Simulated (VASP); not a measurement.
# A VASP study of HfZrSi2 (PBEsol): structure first, properties next, part 5 of 6

Aim: relax HfZrSi2, then compute properties on the relaxed cell. The cell is invented: it takes the structure of a Materials Project entry for ZrTiC2 (space group 166 there), with some of its atoms replaced by other elements, volume scaled by an estimate. It may not be a known or stable phase. The atoms of the start are displaced at random from the sites of a R-3m cell.

VASP 6.6.1, plane waves and PAW; the level of theory is named at each step.

So far. Step 6 (Density of states (PBEsol)): The finer mesh and the other smearing move the Fermi level by -0.00 eV from the 8×8×8 run, a small shift, which tests the Fermi level alone. Of the states within 0.3 eV of the Fermi level, the largest shares in the PAW spheres are Zr d 19 %, Hf d 16 % and Si p 14 %. The rest lies in smaller channels or between the spheres. Step 7 (Band structure (TB-mBJ)): There is no gap at this level.

## Step 8: Zone-centre phonons (PBEsol)

This step: PBEsol; plane waves and PAW (Hf_pv, Zr_sv, Si); invented cell (VASP 6.6.1).

Zone-centre modes test whether the atoms sit at a minimum within this cell. IBRION = 8 takes the force constants from linear response, which needs tightly converged orbitals.

INCAR

```
SYSTEM = HfZrSi2
PREC = Accurate
ENCUT = 400
EDIFF = 1E-08
NELM = 100
ISMEAR = 1
SIGMA = 0.2
LREAL = .FALSE.
ALGO = Normal
GGA = PS
NBANDS = 21
LORBIT = 11
LWAVE = .FALSE.
LCHARG = .FALSE.
KPAR = 2
IBRION = 8
ISIF = 2
```

POSCAR

```
HfZrSi2
1.0
    1.8878339069      1.0899414150      6.0931092601
   -1.8878339069      1.0899414150      6.0931092601
    0.0000000000     -2.1798828300      6.0931092601
Hf Zr Si
1 1 2
Direct
    0.0000000000      0.0000000000      0.0000000000
    0.5000000000      0.5000000000      0.5000000000
    0.7491233293      0.7491233293      0.7491233293
    0.2508766707      0.2508766707      0.2508766707
```

KPOINTS

```
Automatic mesh
0
Gamma
12 12 12
0 0 0
```

PAW data sets: Hf_pv, Zr_sv and Si (PBE family, release 64).

Launch:

```bash
$ mpirun -np 2 vasp_std
```

Log:

```text
[... set-up lines as in an earlier step ...]
 entering main loop
       N       E                     dE             d eps       ncg     rms          rms(c)
DAV:   1     0.133733548134E+03    0.13373E+03   -0.13162E+04  8034   0.109E+03
DAV:   2    -0.257175428021E+02   -0.15945E+03   -0.15378E+03  9766   0.292E+02
DAV:   3    -0.354585922903E+02   -0.97410E+01   -0.96227E+01 13727   0.509E+01
DAV:   4    -0.358388319689E+02   -0.38024E+00   -0.37927E+00 10530   0.906E+00
DAV:   5    -0.358506145068E+02   -0.11783E-01   -0.11781E-01 11897   0.136E+00    0.496E+01
DAV:   6    -0.338679305240E+02    0.19827E+01   -0.57024E+00  9376   0.119E+01    0.279E+01
DAV:   7    -0.338252054780E+02    0.42725E-01   -0.19587E+00 11689   0.626E+00    0.781E+00
DAV:   8    -0.337751949632E+02    0.50011E-01   -0.42753E-01 10274   0.296E+00    0.123E+00
DAV:   9    -0.337622247826E+02    0.12970E-01   -0.91578E-02 10630   0.165E+00    0.537E-01
DAV:  10    -0.337617590208E+02    0.46576E-03   -0.76751E-03  9712   0.481E-01    0.346E-01
DAV:  11    -0.337617749946E+02   -0.15974E-04   -0.24422E-04 11164   0.971E-02    0.196E-01
DAV:  12    -0.337617480572E+02    0.26937E-04   -0.24528E-04 10197   0.832E-02    0.338E-02
DAV:  13    -0.337617455916E+02    0.24656E-05   -0.14425E-05  9841   0.265E-02    0.653E-03
DAV:  14    -0.337617457093E+02   -0.11769E-06   -0.50709E-07 10692   0.471E-03    0.753E-03
DAV:  15    -0.337617456259E+02    0.83407E-07   -0.15331E-07  9977   0.176E-03    0.192E-03
DAV:  16    -0.337617455771E+02    0.48844E-07   -0.29567E-08  8273   0.102E-03    0.272E-04
DAV:  17    -0.337617455707E+02    0.63806E-08   -0.68034E-09  6094   0.510E-04
   1 F= -.33761746E+02 E0= -.33762287E+02  d E =0.162412E-02
 Linear response reoptimize wavefunctions to high precision
DAV:   1    -0.337617455735E+02   -0.28458E-08   -0.11909E-09  6403   0.253E-04
DAV:   2    -0.337617455736E+02   -0.32742E-10   -0.29834E-10  5404   0.101E-04
 Linear response DOF=           6
 Linear response progress:
  Degree of freedom:   1/  6
       N       E                     dE             d eps       ncg     rms          rms(c)
RMM:   1    -0.211808446414E+00   -0.21181E+00    0.51285E+00 22011   0.112E+01
RMM:   2    -0.218192000928E+00   -0.63836E-02   -0.46984E-02 31237   0.107E+00    0.504E-01
RMM:   3    -0.218031464107E+00    0.16054E-03   -0.46293E-03 40253   0.232E-01    0.225E-01
RMM:   4    -0.217828205254E+00    0.20326E-03   -0.66248E-04 47973   0.813E-02    0.176E-01
RMM:   5    -0.217559977016E+00    0.26823E-03   -0.14212E-04 45874   0.452E-02    0.349E-02
RMM:   6    -0.217492935411E+00    0.67042E-04   -0.38943E-05 50012   0.205E-02    0.114E-02
RMM:   7    -0.217480784305E+00    0.12151E-04   -0.16583E-05 49624   0.110E-02    0.262E-03
RMM:   8    -0.217480891503E+00   -0.10720E-06    0.10946E-06 52412   0.664E-03    0.137E-03
RMM:   9    -0.217479212482E+00    0.16790E-05    0.72239E-06 52600   0.446E-03    0.426E-04
RMM:  10    -0.217478448972E+00    0.76351E-06    0.58237E-06 52684   0.310E-03    0.517E-04
RMM:  11    -0.217478236536E+00    0.21244E-06    0.42010E-06 52625   0.218E-03    0.130E-04
RMM:  12    -0.217478011565E+00    0.22497E-06    0.29923E-06 53008   0.158E-03    0.961E-05
RMM:  13    -0.217477680134E+00    0.33143E-06    0.21622E-06 52019   0.116E-03    0.765E-05
RMM:  14    -0.217476997079E+00    0.68305E-06    0.15645E-06 49405   0.875E-04    0.880E-05
RMM:  15    -0.217477339446E+00   -0.34237E-06    0.10845E-06 50001   0.652E-04    0.451E-05
RMM:  16    -0.217477243915E+00    0.95531E-07    0.83493E-07 51954   0.489E-04    0.286E-05
RMM:  17    -0.217477223775E+00    0.20141E-07    0.55166E-07 52812   0.373E-04    0.317E-05
RMM:  18    -0.217477229264E+00   -0.54897E-08    0.40398E-07 51378   0.287E-04    0.367E-05
RMM:  19    -0.217477141237E+00    0.88027E-07    0.27163E-07 48413   0.230E-04    0.239E-05
RMM:  20    -0.217477095032E+00    0.46204E-07    0.18960E-07 50190   0.183E-04    0.193E-05
RMM:  21    -0.217477052331E+00    0.42702E-07    0.10721E-07 50049   0.148E-04    0.152E-05
RMM:  22    -0.217477038898E+00    0.13432E-07    0.73835E-08 50663   0.121E-04    0.132E-05
RMM:  23    -0.217476999785E+00    0.39113E-07    0.27104E-08 48061   0.103E-04    0.593E-06
RMM:  24    -0.217476989822E+00    0.99630E-08    0.14856E-08 49164   0.875E-05    0.492E-06
 first order change of Fermi-energy   0.10213E-04
 force on displaced ion       1 direction 1 : -11.160  -0.000   0.000
 Linear response progress:
  Degree of freedom:   2/  6
       N       E                     dE             d eps       ncg     rms          rms(c)
RMM:   1    -0.236485235796E+00   -0.23649E+00    0.52817E+00  9110   0.114E+01
RMM:   2    -0.244265750275E+00   -0.77805E-02   -0.51447E-02 12600   0.108E+00    0.502E-01
RMM:   3    -0.243930228176E+00    0.33552E-03   -0.54506E-03 16333   0.248E-01    0.249E-01
RMM:   4    -0.243627591058E+00    0.30264E-03   -0.75885E-04 18251   0.891E-02    0.182E-01
RMM:   5    -0.243287729761E+00    0.33986E-03   -0.18555E-04 17470   0.542E-02    0.454E-02
RMM:   6    -0.243200090575E+00    0.87639E-04   -0.50832E-05 19328   0.223E-02    0.886E-03
RMM:   7    -0.243192593678E+00    0.74969E-05   -0.12190E-05 18677   0.124E-02    0.228E-03
RMM:   8    -0.243193479709E+00   -0.88603E-06    0.35636E-05 20224   0.726E-03    0.134E-03
RMM:   9    -0.243191737245E+00    0.17425E-05    0.47242E-05 20610   0.467E-03    0.534E-04
RMM:  10    -0.243188447319E+00    0.32899E-05    0.37841E-05 20686   0.315E-03    0.436E-04
RMM:  11    -0.243188522595E+00   -0.75277E-07    0.26336E-05 21022   0.220E-03    0.283E-04
RMM:  12    -0.243188267037E+00    0.25556E-06    0.18270E-05 21174   0.156E-03    0.289E-04
RMM:  13    -0.243187990837E+00    0.27620E-06    0.12617E-05 21244   0.113E-03    0.251E-04
RMM:  14    -0.243187070212E+00    0.92062E-06    0.87448E-06 19772   0.847E-04    0.322E-05
RMM:  15    -0.243186944091E+00    0.12612E-06    0.60244E-06 20863   0.618E-04    0.595E-05
RMM:  16    -0.243187046609E+00   -0.10252E-06    0.41750E-06 20624   0.462E-04    0.332E-05
RMM:  17    -0.243186978677E+00    0.67932E-07    0.30767E-06 20776   0.355E-04    0.333E-05
RMM:  18    -0.243186753793E+00    0.22488E-06    0.22257E-06 19532   0.282E-04    0.170E-05
RMM:  19    -0.243186786855E+00   -0.33063E-07    0.16002E-06 20080   0.222E-04    0.133E-05
RMM:  20    -0.243186739569E+00    0.47287E-07    0.11901E-06 20245   0.180E-04    0.720E-06
RMM:  21    -0.243186714826E+00    0.24743E-07    0.88367E-07 19971   0.149E-04    0.558E-06
RMM:  22    -0.243186706554E+00    0.82717E-08    0.66642E-07 19135   0.126E-04    0.627E-06
RMM:  23    -0.243186657571E+00    0.48983E-07    0.52026E-07 19312   0.111E-04    0.458E-06
[...]
Linear response progress:
  Degree of freedom:   3/  6
       N       E                     dE             d eps       ncg     rms          rms(c)
RMM:   1    -0.725460475967E+00   -0.72546E+00    0.35850E+00 22034   0.138E+01
RMM:   2    -0.666521673120E+00    0.58939E-01   -0.27912E-01 33000   0.276E+00    0.197E-01
RMM:   3    -0.668520162637E+00   -0.19985E-02   -0.41242E-02 38229   0.815E-01    0.749E-02
RMM:   4    -0.670774860526E+00   -0.22547E-02   -0.65509E-03 47972   0.264E-01    0.500E-02
RMM:   5    -0.671210057587E+00   -0.43520E-03   -0.96663E-04 48637   0.103E-01    0.158E-02
RMM:   6    -0.671173132986E+00    0.36925E-04   -0.16846E-04 50783   0.444E-02    0.442E-03
RMM:   7    -0.671160873555E+00    0.12259E-04   -0.53809E-05 52570   0.234E-02    0.180E-03
RMM:   8    -0.671173447655E+00   -0.12574E-04    0.60051E-08 53004   0.139E-02    0.537E-04
RMM:   9    -0.671186996927E+00   -0.13549E-04   -0.12351E-06 52508   0.930E-03    0.150E-04
RMM:  10    -0.671189856134E+00   -0.28592E-05    0.18163E-06 53618   0.672E-03    0.987E-05
RMM:  11    -0.671193280684E+00   -0.34245E-05    0.39716E-06 52650   0.519E-03    0.763E-05
RMM:  12    -0.671200293091E+00   -0.70124E-05    0.46930E-06 49516   0.427E-03    0.117E-04
RMM:  13    -0.671196607699E+00    0.36854E-05    0.52485E-06 49619   0.356E-03    0.103E-04
RMM:  14    -0.671196773695E+00   -0.16600E-06    0.56824E-06 53757   0.296E-03    0.149E-04
RMM:  15    -0.671197634036E+00   -0.86034E-06    0.55474E-06 51596   0.253E-03    0.176E-04
RMM:  16    -0.671197577352E+00    0.56683E-07    0.55136E-06 53018   0.219E-03    0.217E-04
RMM:  17    -0.671197682105E+00   -0.10475E-06    0.53375E-06 53893   0.192E-03    0.249E-04
RMM:  18    -0.671197835013E+00   -0.15291E-06    0.51349E-06 52129   0.169E-03    0.277E-04
RMM:  19    -0.671197814944E+00    0.20068E-07    0.49239E-06 50368   0.150E-03    0.304E-04
RMM:  20    -0.671197888218E+00   -0.73274E-07    0.46934E-06 50342   0.134E-03    0.327E-04
RMM:  21    -0.671198167727E+00   -0.27951E-06    0.44577E-06 46180   0.121E-03    0.341E-04
RMM:  22    -0.671198245739E+00   -0.78012E-07    0.42113E-06 49557   0.108E-03    0.356E-04
 first order change of Fermi-energy   0.17052E-04
 force on displaced ion       2 direction 1 : -10.671   0.000   0.000
 Linear response progress:
  Degree of freedom:   4/  6
       N       E                     dE             d eps       ncg     rms          rms(c)
RMM:   1    -0.800864666764E+00   -0.80086E+00    0.36925E+00  8870   0.139E+01
RMM:   2    -0.741321701498E+00    0.59543E-01   -0.29261E-01 13198   0.277E+00    0.218E-01
RMM:   3    -0.744413580004E+00   -0.30919E-02   -0.48390E-02 14968   0.831E-01    0.108E-01
RMM:   4    -0.747232180987E+00   -0.28186E-02   -0.89439E-03 18295   0.255E-01    0.726E-02
RMM:   5    -0.747315595464E+00   -0.83414E-04   -0.40295E-04 19363   0.750E-02    0.385E-02
RMM:   6    -0.747218589587E+00    0.97006E-04   -0.13087E-04 19229   0.450E-02    0.848E-03
RMM:   7    -0.747211385524E+00    0.72041E-05   -0.43033E-05 18949   0.234E-02    0.326E-03
RMM:   8    -0.747234508635E+00   -0.23123E-04   -0.22961E-05 20617   0.127E-02    0.246E-03
RMM:   9    -0.747245683720E+00   -0.11175E-04   -0.79974E-06 19936   0.753E-03    0.696E-04
RMM:  10    -0.747256532601E+00   -0.10849E-04   -0.59187E-06 20741   0.487E-03    0.428E-04
RMM:  11    -0.747256112292E+00    0.42031E-06   -0.35932E-06 20431   0.321E-03    0.157E-04
RMM:  12    -0.747257358332E+00   -0.12460E-05   -0.33372E-06 21277   0.232E-03    0.552E-05
RMM:  13    -0.747258168653E+00   -0.81032E-06   -0.25154E-06 21256   0.172E-03    0.455E-05
RMM:  14    -0.747259748725E+00   -0.15801E-05   -0.21662E-06 20408   0.137E-03    0.219E-05
RMM:  15    -0.747260572774E+00   -0.82405E-06   -0.13992E-06 21112   0.109E-03    0.972E-06
RMM:  16    -0.747260913524E+00   -0.34075E-06   -0.10406E-06 20903   0.888E-04    0.168E-05
RMM:  17    -0.747261044874E+00   -0.13135E-06   -0.69814E-07 21211   0.737E-04    0.272E-05
RMM:  18    -0.747260575607E+00    0.46927E-06   -0.53032E-07 18503   0.636E-04    0.510E-05
RMM:  19    -0.747260525033E+00    0.50574E-07   -0.36391E-07 20710   0.536E-04    0.647E-05
RMM:  20    -0.747260597243E+00   -0.72210E-07   -0.26769E-07 20008   0.461E-04    0.717E-05
RMM:  21    -0.747260588697E+00    0.85458E-08   -0.21322E-07 19852   0.400E-04    0.805E-05
RMM:  22    -0.747260580984E+00    0.77128E-08   -0.17061E-07 19017   0.351E-04    0.878E-05
RMM:  23    -0.747260583275E+00   -0.22904E-08   -0.14121E-07 17373   0.310E-04    0.938E-05
RMM:  24    -0.747260768094E+00   -0.18482E-06   -0.12751E-07 18041   0.281E-04    0.924E-05
 first order change of Fermi-energy   0.67535E-05
 force on displaced ion       2 direction 3 :   0.000   0.000 -13.617
 Linear response progress:
  Degree of freedom:   5/  6
       N       E                     dE             d eps       ncg     rms          rms(c)
RMM:   1    -0.216248729540E-01   -0.21625E-01   -0.71663E-03 85358   0.866E-01
RMM:   2    -0.185264813909E-01    0.30984E-02   -0.28637E-03 74600   0.224E-01    0.243E-01
RMM:   3    -0.187272634021E-01   -0.20078E-03   -0.50475E-04 75355   0.969E-02    0.150E-01
RMM:   4    -0.191260644297E-01   -0.39880E-03   -0.29551E-04 74000   0.749E-02    0.129E-02
RMM:   5    -0.190363436036E-01    0.89721E-04   -0.65273E-05 84559   0.288E-02    0.130E-02
RMM:   6    -0.190500876433E-01   -0.13744E-04   -0.15104E-05 91162   0.114E-02    0.291E-03
RMM:   7    -0.190561963499E-01   -0.61087E-05   -0.18783E-06 90327   0.500E-03    0.122E-03
RMM:   8    -0.190549047027E-01    0.12916E-05   -0.13489E-06 92225   0.220E-03    0.747E-04
RMM:   9    -0.190565145801E-01   -0.16099E-05   -0.13532E-06 91860   0.111E-03    0.982E-05
RMM:  10    -0.190563533595E-01    0.16122E-06   -0.38503E-07 94479   0.559E-04    0.619E-05
RMM:  11    -0.190564892296E-01   -0.13587E-06   -0.44753E-07 95393   0.287E-04    0.333E-05
RMM:  12    -0.190565238178E-01   -0.34588E-07   -0.11139E-07 94910   0.166E-04    0.557E-05
RMM:  13    -0.190564309427E-01    0.92875E-07   -0.13112E-07 94280   0.100E-04    0.175E-05
RMM:  14    -0.190564484029E-01   -0.17460E-07   -0.65070E-08 97519   0.596E-05    0.121E-05
RMM:  15    -0.190564617291E-01   -0.13326E-07   -0.36100E-08 97095   0.374E-05    0.476E-06
RMM:  16    -0.190564652155E-01   -0.34863E-08   -0.21143E-08 94957   0.255E-05    0.528E-06
 first order change of Fermi-energy  -0.13292E-04
 force on displaced ion       3 direction 1 : -11.007  -0.000   0.000
 Linear response progress:
  Degree of freedom:   6/  6
       N       E                     dE             d eps       ncg     rms          rms(c)
RMM:   1    -0.303736296666E-01   -0.30374E-01   -0.46366E-03 18410   0.906E-01
RMM:   2    -0.263055848056E-01    0.40680E-02   -0.35509E-03 16017   0.252E-01    0.476E-01
RMM:   3    -0.260460641172E-01    0.25952E-03   -0.22482E-03 15558   0.172E-01    0.179E-01
RMM:   4    -0.260221928988E-01    0.23871E-04   -0.24393E-04 14920   0.734E-02    0.123E-01
RMM:   5    -0.261542520191E-01   -0.13206E-03   -0.73662E-05 17860   0.354E-02    0.207E-02
RMM:   6    -0.261534306610E-01    0.82136E-06   -0.15783E-05 18339   0.149E-02    0.662E-03
RMM:   7    -0.261477936445E-01    0.56370E-05   -0.36072E-06 19329   0.738E-03    0.230E-03
RMM:   8    -0.261492322490E-01   -0.14386E-05   -0.23877E-06 19485   0.311E-03    0.101E-03
RMM:   9    -0.261489660941E-01    0.26615E-06   -0.11310E-06 19745   0.133E-03    0.435E-04
RMM:  10    -0.261498087496E-01   -0.84266E-06   -0.17316E-06 19222   0.738E-04    0.151E-04
RMM:  11    -0.261496555858E-01    0.15316E-06   -0.27094E-08 19514   0.356E-04    0.522E-05
RMM:  12    -0.261496872091E-01   -0.31623E-07   -0.49488E-07 20269   0.186E-04    0.237E-05
RMM:  13    -0.261496481284E-01    0.39081E-07   -0.85773E-08 20968   0.106E-04    0.112E-05
RMM:  14    -0.261496372667E-01    0.10862E-07   -0.16639E-07 20775   0.638E-05    0.121E-05
RMM:  15    -0.261496399497E-01   -0.26830E-08   -0.26619E-08 20556   0.376E-05    0.118E-05
 first order change of Fermi-energy   0.14150E-01
 force on displaced ion       3 direction 3 :   0.000  -0.000 -11.714
 Linear response finished
```

It took 62 min on 2 MPI ranks of Intel Xeon 6975P-C (Granite Rapids), shared host; peak memory 4 GiB.

(Continued in part 6 of 6.)

[Lines on the potential files, build, host, timing and source positions are cut from VASP's logs without a mark.]

[Logs are printed without paths, hosts, clocks, repeated set-up lines and the standing remarks that a program may print on its own settings, such as how far it seeks lower states.]

[Hosts, paths, dates, database ids (printed as entryN), source tags and the programs' standing remarks are cut or masked in the printed files.]

[A measured line is paired with the nearest computed mode of its activity, which favours agreement.]

[In band tables of VASP the shares of atoms and orbitals are scaled to a sum of 1 inside the atoms' spheres.]
